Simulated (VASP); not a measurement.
Output of a VASP run:

File OSZICAR:
```
       N       E                     dE             d eps       ncg     rms          rms(c)
DAV:   1     0.333539037363E+03    0.33354E+03   -0.24151E+04  1552   0.121E+03
DAV:   2    -0.175059918328E+02   -0.35105E+03   -0.34491E+03  1581   0.307E+02
DAV:   3    -0.368132397551E+02   -0.19307E+02   -0.19136E+02  1535   0.608E+01
DAV:   4    -0.373705267848E+02   -0.55729E+00   -0.55479E+00  1626   0.101E+01
DAV:   5    -0.373880831259E+02   -0.17556E-01   -0.17549E-01  1610   0.181E+00    0.207E+01
DAV:   6    -0.366442436899E+02    0.74384E+00   -0.10597E+01  1420   0.155E+01    0.897E+00
DAV:   7    -0.365052011351E+02    0.13904E+00   -0.99070E+00  1415   0.126E+01    0.649E+00
DAV:   8    -0.360737172008E+02    0.43148E+00   -0.17877E+00  1561   0.601E+00    0.297E+00
DAV:   9    -0.360690051440E+02    0.47121E-02   -0.30270E-01  1669   0.247E+00    0.113E+00
DAV:  10    -0.360628533051E+02    0.61518E-02   -0.46559E-02  1546   0.109E+00    0.296E-01
DAV:  11    -0.360632820402E+02   -0.42874E-03   -0.20922E-03  1493   0.250E-01    0.183E-01
DAV:  12    -0.360632105148E+02    0.71525E-04   -0.15433E-04  1486   0.680E-02    0.125E-01
DAV:  13    -0.360631958826E+02    0.14632E-04   -0.14134E-04  1590   0.607E-02    0.420E-02
DAV:  14    -0.360631978835E+02   -0.20009E-05   -0.58986E-06  1492   0.102E-02    0.354E-02
DAV:  15    -0.360631978216E+02    0.61889E-07   -0.18507E-06  1325   0.665E-03    0.143E-02
DAV:  16    -0.360631973410E+02    0.48061E-06   -0.14545E-06  1469   0.550E-03    0.363E-03
DAV:  17    -0.360631973913E+02   -0.50267E-07   -0.13981E-07  1013   0.180E-03
   1 F= -.36063197E+02 E0= -.36063197E+02  d E =0.000000E+00
```

OUTCAR:
```
------------------------ aborting loop because EDIFF is reached ----------------------------------------
  FORCE on cell =-STRESS in cart. coord.  units (eV):
  Direction    XX          YY          ZZ          XY          YZ          ZX
  --------------------------------------------------------------------------------------
  Total        0.0156902      0.0156902      0.1076597      0.0000000      0.0000000      0.0000000
  in kB        0.1567647      0.1567646      1.0756557      0.0000000      0.0000000      0.0000000
  external PRESSURE =       0.4630617 kB  Pullay stress =       0.0000000 kB
  volume of cell :      160.36
      direct lattice vectors                 reciprocal lattice vectors
     1.776281642 -3.076609620  0.000000000     0.281486893 -0.162516556  0.000000000
     1.776281642  3.076609620  0.000000000     0.281486893  0.162516556  0.000000000
     0.000000000  0.000000000 14.671563807     0.000000000  0.000000000  0.068159060
 POSITION                                       TOTAL-FORCE (eV/Angst)
 -----------------------------------------------------------------------------------
      1.77628      1.02554     12.81413        -0.000000      0.000000     -0.015597
      1.77628     -1.02554      5.47835        -0.000000      0.000000     -0.015597
      1.77628     -1.02554      1.85743        -0.000000      0.000000      0.015597
      1.77628      1.02554      9.19321        -0.000000      0.000000      0.015597
      1.77628      1.02554      3.66789         0.000000     -0.000000      0.000000
      1.77628     -1.02554     11.00367        -0.000000      0.000000      0.000000
 -----------------------------------------------------------------------------------
    total drift:                               -0.000266      0.001656     -0.000026
  FREE ENERGIE OF THE ION-ELECTRON SYSTEM (eV)
  ---------------------------------------------------
  free  energy   TOTEN  =       -36.0631973913 eV

  energy  without entropy=      -36.0631973913  energy(sigma->0) =      -36.06319739

 total charge

# of ion       s       p       d       tot
------------------------------------------
    1        1.385   1.970   0.059   3.414
    2        1.385   1.970   0.059   3.414
    3        1.385   1.970   0.059   3.414
    4        1.385   1.970   0.059   3.414
    5        2.251   6.141   3.957  12.349
    6        2.251   6.141   3.957  12.349
--------------------------------------------------
tot         10.041  20.161   8.152  38.354
```
(Selected blocks of OUTCAR.)

**POSCAR**
```
MoTe2
1
    1.7762816424    -3.0766096204     0.0000000000
    1.7762816424     3.0766096204    -0.0000000000
   -0.0000000000     0.0000000000    14.6715638068
Te Mo
4 2
Direct
  0.3333330000   0.6666670000   0.8733991475
  0.6666670000   0.3333330000   0.3733991475
  0.6666670000   0.3333330000   0.1266008525
  0.3333330000   0.6666670000   0.6266008525
  0.3333330000   0.6666670000   0.2500000000
  0.6666670000   0.3333330000   0.7500000000
```

Reconstruct the remaining input files.

One answer among several that fit: the input of the run itself, PBE GGA, plane waves, VASP's PBE PAW potentials (set 64).

File KPOINTS:
```
K-points
0
Gamma
8 8 2
```

**INCAR**
```
ALGO=Normal
SYSTEM=MoTe2
GGA=PE   # PBE
LCHARG=T
LMAXMIX=4
NEDOS=601   # DOS grid
NELM=100   # most electronic steps
LWAVE=F
LORBIT=11   # lm-projected
PREC=Accurate
ENCUT=400
ISIF=2
EDIFF=1E-7   # SCF stop (eV)
LEFG=T
ISMEAR=-5   # tetrahedra, Bloechl
LREAL=F   # projection in real space or not
LASPH=T
```

POTCAR, in this order: Te Mo_sv (PBE.64 set). Program: vasp_std.

Without a dispersion term in the relaxation, distances and binding between the weakly bound layers, chains or molecules are unreliable, and so is what depends on them.

The compound is MoTe2 in the 2H layered structure. It was relaxed first, which changed the volume by +7 %.
